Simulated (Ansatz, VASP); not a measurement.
**Cross-check of Ge (Germanium) between VASP and Ansatz**

One calculation is typed for both programs; each brings its own data sets. How far apart do they land? The cell is taken from a series of runs on this material, whose earlier steps may have relaxed, scaled, displaced or heated it; both programs get it as it stands.

Program: Ansatz 0.2.0. Level of theory: plane waves, with VASP 6.6.1 beside it; zone-centre phonons at LDA. Results are calculated unless marked as measured.

### Step 1. The structure

The structure is cubic, space group Fd-3m (No. 227). Conventional cell: a = 5.632 Å, b = 5.632 Å, c = 5.632 Å, α = 90.00°, β = 90.00°, γ = 90.00°. Nearest to Ge lie 4 Ge at 2.44 Å.

Structure file:

```cif
data_structure
_symmetry_space_group_name_H-M 'Fd-3m:1'
_symmetry_Int_Tables_number 227
_cell_length_a 5.6323
_cell_length_b 5.6323
_cell_length_c 5.6323
_cell_angle_alpha 90.000
_cell_angle_beta 90.000
_cell_angle_gamma 90.000
_cell_volume 178.67
loop_
_atom_site_label
_atom_site_type_symbol
_atom_site_symmetry_multiplicity
_atom_site_Wyckoff_symbol
_atom_site_fract_x
_atom_site_fract_y
_atom_site_fract_z
_atom_site_occupancy
Ge1 Ge 8 b 0.00000 0.00000 0.50000 1
```

### Step 2. VASP: zone-centre phonons, LDA

Second derivatives magnify differences that forces hide, and they need a tight electronic threshold.

Lines of VASP's logs that name or quote its potential files are left out, and so is its time.

INCAR

```
SYSTEM = Ge
PREC = Accurate
ENCUT = 500
EDIFF = 1E-08
NELM = 120
ISMEAR = 0
SIGMA = 0.1
LREAL = .FALSE.
ALGO = Normal
GGA = PW92
NBANDS = 20
LORBIT = 11
LWAVE = .FALSE.
LCHARG = .FALSE.
ISIF = 2
IBRION = 8
LASPH = .TRUE.
GGA_COMPAT = .FALSE.
KPAR = 2
```

POSCAR

```
Ge
1.0
    0.0000000000      2.8161327694      2.8161327694
    2.8161327694      0.0000000000      2.8161327694
    2.8161327694      2.8161327694      0.0000000000
Ge
2
Direct
    0.0000000000      0.0000000000      1.0000000000
    0.2500000000      0.2500000000      0.2500000000
```

KPOINTS

```
Automatic mesh
0
Gamma
8 8 8
0 0 0
```

The projector-augmented-wave data sets are Ge_d (LDA family, release 64).

Command:

```sh
$ mpirun -np 2 vasp_std
```

Numbers of over 12 decimals in the logs are rounded to 6 here.

The program printed:

```text
[banner, memory and clock lines left out]
running    2 mpi-ranks, on    1 nodes
 distrk:  each k-point on    1 cores,    2 groups
 distr:  one band on    1 cores,    1 groups

 POSCAR found type information on POSCAR Ge
 POSCAR found :  1 types and       2 ions
|                                                                             |
|               ----> ADVICE to this user running VASP <----                  |
|                                                                             |
|     You enforced a specific xc type in the INCAR file but a different       |
|     [... a line on the potential file left out ...]
|     I HOPE YOU KNOW WHAT YOU ARE DOING!                                     |
|                                                                             |

 LDA part: xc-table for (Slater(with rela. corr.)+PW92), standard interpolation
 POSCAR, INCAR and KPOINTS ok, starting setup
 FFT: planning ... GRIDC
 FFT: planning ... GRID_SOFT
 FFT: planning ... GRID
 WAVECAR not read
 entering main loop
       N       E                     dE             d eps       ncg     rms          rms(c)
DAV:   1     0.177851079047E+03    0.17785E+03   -0.14468E+04  1240   0.366E+03
DAV:   2     0.144003324357E+02   -0.16345E+03   -0.15980E+03  1164   0.585E+02
DAV:   3    -0.979698338056E+01   -0.24197E+02   -0.23957E+02  1320   0.142E+02
DAV:   4    -0.105446959514E+02   -0.74771E+00   -0.74707E+00  1280   0.291E+01
DAV:   5    -0.105566338868E+02   -0.11938E-01   -0.11938E-01  1312   0.395E+00    0.334E+00
DAV:   6    -0.104349831386E+02    0.12165E+00   -0.38017E-02  1272   0.166E+00    0.192E+00
DAV:   7    -0.103738165142E+02    0.61167E-01   -0.78448E-02  1208   0.210E+00    0.141E-01
DAV:   8    -0.103745255173E+02   -0.70900E-03   -0.57043E-03  1312   0.870E-01    0.452E-02
DAV:   9    -0.103745543984E+02   -0.28881E-04   -0.10067E-04  1416   0.118E-01    0.142E-02
DAV:  10    -0.103745510807E+02    0.33176E-05   -0.10419E-05  1564   0.445E-02    0.422E-03
DAV:  11    -0.103745508226E+02    0.25815E-06   -0.11556E-06  1248   0.839E-03    0.172E-03
DAV:  12    -0.103745508381E+02   -0.15530E-07   -0.58084E-08  1548   0.357E-03    0.351E-04
DAV:  13    -0.103745508372E+02    0.85220E-09   -0.30217E-09   804   0.577E-04
   1 F= -.10374551E+02 E0= -.10374238E+02  d E =-.625345E-03
 Linear response reoptimize wavefunctions to high precision
DAV:   1    -0.103745508373E+02   -0.44565E-10   -0.49453E-10   772   0.329E-04
 Linear response DOF=           1
 Linear response progress:
  Degree of freedom:   1/  1
       N       E                     dE             d eps       ncg     rms          rms(c)
RMM:   1    -0.188112534962E+00   -0.18811E+00    0.85681E+00  4624   0.449E+01
RMM:   2    -0.195578248316E+00   -0.74657E-02   -0.13426E-02  6172   0.111E+00    0.767E-02
RMM:   3    -0.195678422275E+00   -0.10017E-03   -0.98035E-04  6539   0.319E-01    0.441E-02
RMM:   4    -0.195657642322E+00    0.20780E-04   -0.98765E-05  6958   0.803E-02    0.442E-03
RMM:   5    -0.195658451731E+00   -0.80941E-06    0.93467E-07  6745   0.186E-02    0.229E-03
RMM:   6    -0.195667350233E+00   -0.88985E-05   -0.10268E-06  6714   0.492E-03    0.295E-04
RMM:   7    -0.195666656652E+00    0.69358E-06   -0.47038E-07  6960   0.163E-03    0.165E-04
RMM:   8    -0.195665847702E+00    0.80895E-06   -0.30139E-07  6978   0.620E-04    0.342E-05
RMM:   9    -0.195665731884E+00    0.11582E-06   -0.14877E-08  7025   0.279E-04    0.147E-05
RMM:  10    -0.195665853503E+00   -0.12162E-06   -0.11793E-07  7064   0.145E-04    0.444E-06
RMM:  11    -0.195665875103E+00   -0.21600E-07   -0.67079E-08  7236   0.965E-05    0.204E-06
RMM:  12    -0.195665888191E+00   -0.13089E-07   -0.46439E-08  7668   0.736E-05    0.987E-07
RMM:  13    -0.195665891309E+00   -0.31170E-08   -0.31914E-08  8138   0.656E-05    0.258E-07
 first order change of Fermi-energy   0.12405E-03
 force on displaced ion       1 direction 1 : -10.661   0.000   0.000
 Linear response finished
```

Parts of OUTCAR (step 2):

```text
ion  position               nearest neighbor table
   1  0.000  0.000  0.000-   2 2.44   2 2.44   2 2.44   2 2.44
   2  0.250  0.250  0.250-   1 2.44   1 2.44   1 2.44   1 2.44

  LATTYP: Found a face centered cubic cell.
 ALAT       =     5.6322655388

 Subroutine GETGRP returns: Found 48 space group operations
 (whereof 24 operations were pure point group operations)

The static configuration has the point symmetry T_d .
 The point group associated with its full space group is O_h .

 Found     29 irreducible k-points:

   k-points           NKPTS =     29   k-points in BZ     NKDIM =     29   number of bands    NBANDS=     20

   dimension x,y,z NGX =    30 NGY =   30 NGZ =   30
   dimension x,y,z NGXF=    60 NGYF=   60 NGZF=   60

   ENCUT  =  500.0 eV  36.75 Ry    6.06 a.u.   7.26  7.26  7.26*2*pi/ulx,y,z

   NELECT =      28.0000    total number of electrons

 k-points in reciprocal lattice and weights: Automatic mesh
   0.00000000  0.00000000  0.00000000       0.002
   0.12500000  0.00000000  0.00000000       0.016
   0.25000000  0.00000000  0.00000000       0.016
   0.37500000  0.00000000  0.00000000       0.016
   0.50000000  0.00000000  0.00000000       0.008
   0.12500000  0.12500000  0.00000000       0.012
   0.25000000  0.12500000  0.00000000       0.047
   0.37500000  0.12500000  0.00000000       0.047
   0.50000000  0.12500000  0.00000000       0.047
[...]
-0.37500000  0.50000000  0.12500000       0.023
  -0.25000000  0.50000000  0.25000000       0.012

 average (electrostatic) potential at core
       1 -75.2967       2 -75.2967

  Total       -0.1042069     -0.1042069     -0.1042069     -0.0000000     -0.0000000      0.0000000
  in kB       -3.7378151     -3.7378151     -3.7378151     -0.0000000     -0.0000000      0.0000000
  external PRESSURE =      -3.7378151 kB  Pullay stress =       0.0000000 kB

  energy-cutoff  :      500.00
  volume of cell :       44.67
      direct lattice vectors                 reciprocal lattice vectors
     0.000000000  2.816132769  2.816132769    -0.177548447  0.177548447  0.177548447
     2.816132769  0.000000000  2.816132769     0.177548447 -0.177548447  0.177548447
     2.816132769  2.816132769  0.000000000     0.177548447  0.177548447 -0.177548447

 POSITION                                       TOTAL-FORCE (eV/Angst)
 -----------------------------------------------------------------------------------
      0.00000      0.00000      0.00000        -0.000000      0.000000     -0.000000
      1.40807      1.40807      1.40807         0.000000     -0.000000      0.000000
 -----------------------------------------------------------------------------------
    total drift:                                0.000000      0.000000      0.000000

 Eigenvectors and eigenvalues of the dynamical matrix
 ----------------------------------------------------

   1 f  =    8.471637 THz    53.228868 2PiTHz  282.583406 cm-1    35.035861 meV
             X         Y         Z           dx          dy          dz
      0.000000  0.000000  0.000000     0.000000   -0.707107    0.000000
      1.408066  1.408066  1.408066     0.000000    0.707107    0.000000

   2 f  =    8.471637 THz    53.228868 2PiTHz  282.583406 cm-1    35.035861 meV
             X         Y         Z           dx          dy          dz
      0.000000  0.000000  0.000000    -0.707107    0.000000    0.000000
      1.408066  1.408066  1.408066     0.707107    0.000000    0.000000

   3 f  =    8.471637 THz    53.228868 2PiTHz  282.583406 cm-1    35.035861 meV
             X         Y         Z           dx          dy          dz
      0.000000  0.000000  0.000000     0.000000    0.000000   -0.707107
      1.408066  1.408066  1.408066     0.000000    0.000000    0.707107

   4 f  =    0.000000 THz     0.000000 2PiTHz    0.000000 cm-1     0.000000 meV
             X         Y         Z           dx          dy          dz
      0.000000  0.000000  0.000000     0.707107    0.000000    0.000000
      1.408066  1.408066  1.408066     0.707107    0.000000    0.000000

   5 f  =    0.000000 THz     0.000000 2PiTHz    0.000000 cm-1     0.000000 meV
             X         Y         Z           dx          dy          dz
      0.000000  0.000000  0.000000     0.000000    0.707107    0.000000
      1.408066  1.408066  1.408066     0.000000    0.707107    0.000000

   6 f  =    0.000000 THz     0.000000 2PiTHz    0.000000 cm-1     0.000000 meV
             X         Y         Z           dx          dy          dz
      0.000000  0.000000  0.000000     0.000000    0.000000    0.707107
      1.408066  1.408066  1.408066     0.000000    0.000000    0.707107

 ELASTIC MODULI CONTR FROM IONIC RELAXATION (kBar)
 Direction    XX          YY          ZZ          XY          YZ          ZX
 --------------------------------------------------------------------------------
 XX          -0.0000      0.0000      0.0000      0.0000      0.0000      0.0000
 YY           0.0000     -0.0000      0.0000      0.0000      0.0000     -0.0000
 ZZ           0.0000      0.0000     -0.0000      0.0000      0.0000      0.0000
 XY           0.0000      0.0000      0.0000   -233.1112      0.0000      0.0000
 YZ           0.0000      0.0000      0.0000      0.0000   -233.1112      0.0000
 ZX           0.0000     -0.0000      0.0000      0.0000      0.0000   -233.1112
 --------------------------------------------------------------------------------
```

### Step 3. Ansatz: zone-centre phonons, LDA

Ansatz runs on its default PAW (the set named soft_2) files.

The same cell, functional (in two slightly different forms), mesh and smearing now go to Ansatz.

input.yaml

```yaml
crystal:
  lattice:
    - [0.0, 2.8161327694, 2.8161327694]
    - [2.8161327694, 0.0, 2.8161327694]
    - [2.8161327694, 2.8161327694, 0.0]
  atoms:
    - { symbol: Ge, position: [0.0, 0.0, 0.0] }
    - { symbol: Ge, position: [0.25, 0.25, 0.25] }
kpoints:
  mp_grid: { grid: [8, 8, 8] }
hamiltonian:
  xc: lda
scf:
  occupations: { method: gaussian, width: 0.1 }
output:
  eigenvalues: true
basis:
  ecutwfc: 260.0
phonons:
  method: dfpt
```

Command:

```sh
$ ansatz run input.yaml --threads 4 --pin off --max-ram 7168MiB --backend cpu --events-out ev --progress --plain --runs-dir out
```

The program printed:

```text
Warning: basis.ecutwfc = 260 eV is below the records' recommended 420 eV, and the density's cutoff is lower with it unless basis.ecutrho_ratio is high enough to keep the records' density cutoff: compare with a run at a higher cutoff
zone centre: on kpoints.mp_grid the ground state, and the responses unless they are solved on pairs of k-points, stand on 59 of the mesh's 512 k-points, reduced under 8 symmetry operations, with k and −k counted as one. Each operation leaves every solved displacement unchanged or reverses it
Engine: ansatz 0.2.0, x86_64-unknown-linux-gnu
Pseudopotentials: kind: paw
Pseudopotential: Ge, paw, valence charge 14, recommended cutoff 420 eV (normal), Ge.paw.azcp
Functional definition: SPW92
  exchange = slater_x
  correlation = pw_c
Crystal: 2 atoms, lattice volume = 44.667 Å³
Basis set: ecut = 260 eV, 411 PW (Γ), exchange–correlation on 48×48×48 points (8 copies of the dense FFT grid, shifted against one another)
Bands: 18, of which v1, the nominal top of the filled ones, is band 14 counted from 1 (13 counted from 0)
Symmetry: 48 space group operations
k-points: 59 of 512 (irreducible under 8 space group operations, time reversal used)
Non-local potential: Ge, projectors of the file, l = 0: 2, l = 1: 2, l = 2: 3, l = 3: 1
PAW form: soft (Blöchl's): semilocal exchange-correlation on the pseudo side does not see the compensation charge
PAW frozen core: Ge, regenerated for the run's functional, and the local potential with it (the file was generated under x = pbe(κ = 0.804, μ = 0.219515), c = pbe(β = 0.066725))
PAW one-centre angular grid: Ge, 590 points (default); XC on 64 Gauss nodes
Initial density: superposition of atomic densities (neutral atoms: chi_scale 0, normalization atom), corrected by the library's trained network
Initial wavefunctions: pseudopotential atomic-orbital guess
Functional: x = slater, c = lda
SCF iter   1: F=—  HF=-8430.001851 eV  |F-HF|=—  |Δ(HF+E_count)|=         —  Δρ=9.03e-3  dr2=1.05e-2  ethr=1.77e-3  ⟨swp⟩=4.1  Hψ=4347  notcnv=0
preconditioner: auto → Kerker (q_TF=auto, 2.524 Å⁻¹)  [metal: Δε(μ)=0.082 eV  Ē_g=23.510 eV  σ=0.100 eV  W_gap=0.38  n_scr=14 (ndim 8)  ℏωp=29.4 eV  f_vac=0.068  D(μ)=0.13/eV (n_scr^D=0)]
SCF iter   2: F=—  HF=-8429.848508 eV  |F-HF|=—  |Δ(HF+E_count)|=   1.53e-1  Δρ=7.14e-3  dr2=1.59e-2  ethr=3.76e-5  ⟨swp⟩=2.0  Hψ=2596  notcnv=0
preconditioner: auto → none  [insulator: Δε(μ)=0.139 eV  Ē_g=24.110 eV  σ=0.100 eV  W_gap=0.52  n_scr=14 (ndim 8)  ℏωp=29.4 eV  f_vac=0.068  D(μ)=0.13/eV (n_scr^D=0)  ε∞_Penn≈2.5]
SCF iter   3: F=—  HF=-8429.843059 eV  |F-HF|=—  |Δ(HF+E_count)|=   5.45e-3  Δρ=2.04e-3  dr2=1.09e-3  ethr=3.76e-5  ⟨swp⟩=2.0  Hψ=1292  notcnv=0
SCF iter   4: F=—  HF=-8429.842602 eV  |F-HF|=—  |Δ(HF+E_count)|=   4.58e-4  Δρ=1.92e-4  dr2=1.27e-5  ethr=3.91e-6  ⟨swp⟩=2.0  Hψ=1652  notcnv=0
SCF iter   5: F=—  HF=-8429.842601 eV  |F-HF|=—  |Δ(HF+E_count)|=   4.69e-7  Δρ=2.19e-5  dr2=9.09e-8  ethr=4.54e-8  ⟨swp⟩=2.0  Hψ=1300  notcnv=0
SCF iter   6: F=—  HF=-8429.842603 eV  |F-HF|=—  |Δ(HF+E_count)|=   1.17e-6  Δρ=1.61e-6  dr2=1.35e-9  ethr=3.24e-10  ⟨swp⟩=2.8  Hψ=1928  notcnv=0
SCF iter   7: F=—  HF=-8429.842603 eV  |F-HF|=—  |Δ(HF+E_count)|=  5.35e-10  Δρ=1.91e-7  dr2=1.08e-11  ethr=4.83e-12  ⟨swp⟩=2.0  Hψ=1889  notcnv=0
SCF iter   8: F=-8429.842603 eV  HF=-8429.842603 eV  |F-HF|=3.64e-12  |Δ(HF+E_count)|=  7.28e-12  Δρ=7.69e-9  dr2=1.46e-14  ethr=1.00e-12  ⟨swp⟩=4.3  Hψ=3774  notcnv=0
SCF 1 converged in 8 iterations: F = -8429.842603 eV  dr2 = 1.46e-14
  greatest PAW one-centre occupation: 0.996 electrons in one spin orbital (limit 2), on the Ge atom at site 1 (counted from 0), in its partial waves of l = 2
DFPT response loops at Γ: preconditioner auto → Kerker (q_TF=auto, 2.524 Å⁻¹) (partly filled bands, converged f_vac=0.060); β = 1.00, the filter's whole step (`scf.mixing.beta` (0.50) is not read by the response loops under this deck's `scf.mixing.preconditioner`; to damp them name `kerker` or `kerker_dos`, under which they read `scf.mixing.beta`, and type it under 1.00, their step now; both keys bind the ground state too); Broyden in place of MSR1
SCF converged after 8 iterations
Free energy (F): -8429.842603 eV
Harris-Foulkes:  -8429.842603 eV  (|F-HF|=3.64e-12)
Internal energy: -8429.841936 eV  (E = F + TS)
E sigma→0 (E₀):  -8429.842269 eV
Entropy (-TS):   -0.000667 eV (-0.334 meV/atom)
Fermi energy:    8.409823 eV
--- Per-component energies (eV) ---
  E_band       = -320.739841
  E_kinetic    = 225.449602
  E_local      = -4940.966849  (includes V_loc(G=0)·N_el)
  E_nonlocal   = 865.474769
  E_hartree    = 2169.441548
  E_xc         = -150.467845
  E_vxc        = -130.327019  (∫ρ·V_xc dr)
  E_paw        = -3903.201370  (= ΣΔE_a)
  E_vpaw       = -679.191648  (= ΣTr[D̂ρ^β])
  E_aug_tail   = -0.061790  (compensation charges beyond the density's cutoff)
  E_ewald      = -2699.326654
  E_core_change = 3.816652  (= ΣΔE_core)
  E_smearing   = -0.000667  (= −TS)
  E_closure    = 0.000000  (closes the sum)
  Σ components = -8429.842603   (vs F -8429.842603, Δ=0.00e0)
--- Band table (eV; the first three rows and the last of 59) ---
  k-point 0: bands = [... 10 lower, -4.5033, 8.3131, 8.4167, 8.4167, 8.4167, 10.9531, 10.9531, 10.9531]
  k-point 1: bands = [... 10 lower, -4.3138, 5.9907, 8.0716, 8.0716, 9.3660, 11.4049, 11.4049, 11.8577]
  k-point 2: bands = [... 10 lower, -3.7581, 3.6060, 7.5121, 7.5121, 8.9815, 12.0397, 12.0397, 13.9947]
  k-point 58: bands = [... 10 lower, -0.4856, -0.4856, 4.4341, 4.4341, 12.7080, 12.7080, 13.0966, 13.0966]
--- Phonons (Γ-DFPT): 1 representative perturbation + reference, on 59 of 512 k-points (Σ response iterations 6) ---
  k mesh reduced under 8 symmetry operations, with k and −k counted as one. Each operation leaves every solved displacement unchanged or reverses it
  ASR residual: 5.209e-5 → 0.000e0 eV/Å²; symmetrization residual: 1.430e-12 eV/Å²
  ASR residual per site (eV/Å²): 5.21e-5 5.21e-5
  Γ frequencies (cm⁻¹): 0.00 0.00 0.00 290.78 290.78 290.78
  non-analytic LO–TO correction: not included (Born effective charges unavailable; polar crystals: no LO–TO splitting at Γ)
```

### Step 4. Comparison

Known differences besides the potentials themselves: the cutoff is 260 eV in Ansatz and 500 eV in VASP; VASP's log shows a relativistic correction to its local exchange, Ansatz's none; Ansatz's log warns that its cutoff lies below the recommended one. Total energies have different zeros and are not compared.

Both answers:

```tsv
quantity	Ansatz	VASP	difference
optical mode 1 to 3 (cm⁻¹)	290.8	282.6	+2.90 %
```

Modes are paired by rising frequency, not by their patterns, so a pair may set unlike modes beside each other; they are those without the splitting of longitudinal modes.

### Step 5. Summary of results

- r.m.s. difference of the optical zone-centre modes, each program's sorted by frequency (zone-centre phonons, LDA): 8.2 cm⁻¹
- difference in optical mode 1 to 3 (zone-centre phonons, LDA): +2.9 %

The r.m.s. difference of the optical zone-centre modes, each program's sorted by frequency is 8.2 cm⁻¹ (zone-centre phonons, LDA). Among the rows given in per cent, the largest difference of the zone-centre phonons, LDA pair is in optical mode 1 to 3, +2.9 %. How closely two codes agree says nothing of how well the functional describes the real material.

[Lines on the potential files, build, host, timing and source positions are cut from VASP's logs without a mark.]

[Logs are printed without paths, hosts, clocks, repeated set-up lines and the standing remarks that a program may print on its own settings, such as how far it seeks lower states.]

[Hosts, paths, dates, database ids (printed as entryN), source tags and the programs' standing remarks are cut or masked in the printed files.]
